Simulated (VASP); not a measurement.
An input for Ansatz (written as the equivalent of a VASP run, and not itself run):

Ansatz 0.2 input:
```yaml
crystal:
  lattice:
    - [4.1948410, 0.0000000, 0.0000000]
    - [-2.0974200, 3.6328380, 0.0000000]
    - [0.0000000, 0.0000000, 7.1043090]
  atoms:
    - { symbol: Mg, position: [0.0000000, 0.0000000, 0.0000000] }
    - { symbol: I, position: [0.3333330, 0.6666670, 0.2340800] }
    - { symbol: I, position: [0.6666670, 0.3333330, 0.7659200] }
kpoints:
  mp_grid: { grid: [3, 3, 2] }
hamiltonian:
  xc: pbe0
  pseudopotentials: { kind: paw }
scf:
  occupations: { method: gaussian, width: 0.01 }
  max_iter: 100
output: { forces: true, stress: true, eigenvalues: true }
```

Q: Translate this input to VASP (INCAR, KPOINTS, POSCAR, choice of POTCAR).

A: This is not unique; one that fits is 
**KPOINTS**
```
K-points
0
Gamma
3 3 2
0 0 0
```

**POSCAR**
```
MgI2
7.1043090
  0.5904643224   0.0000000000   0.0000000000
 -0.2952320908   0.5113569807   0.0000000000
  0.0000000000   0.0000000000   1.0000000000
Mg I
1 2
direct
  0.0000000000   0.0000000000   0.0000000000
  0.3333330000   0.6666670000   0.2340800000
  0.6666670000   0.3333330000   0.7659200000
```

**INCAR**
```
SYSTEM = MgI2
PREC = Accurate; ENCUT = 300; LREAL = .FALSE.
LASPH = .TRUE.; ISYM = 3
EDIFF = 1E-6; NELM = 100; ALGO = Normal
LMAXMIX = 4
ISMEAR = 0; SIGMA = 0.01
GGA = PE; LHFCALC = .TRUE.; AEXX = 0.25
HFRCUT = -1; PRECFOCK = Fast
ISIF = 2
LWAVE = .FALSE.; LCHARG = .FALSE.
```

POTCAR, in this order: Mg I (PBE.64 set). Program: vasp_std.

Limits of the translation: each code has its own PAW files, so the cut-off isn't converted (ENCUT is set for VASP's; basis.ecutwfc is left out, and Ansatz then takes the one that its files recommend); Ansatz stops its SCF on the density residual and VASP on the energy change (EDIFF).

The structure comes from a computed database's MgI2 entry; how it stands against other phases isn't given here. The cell was not relaxed at this level. The k-mesh is coarse (spacing up to 0.58 per Å, 2π included), so the numbers may not be converged in it. The run is one of a series of settings (KPOINTS 3×3×2 Γ-centred mesh against the base run), some of them coarse on purpose.
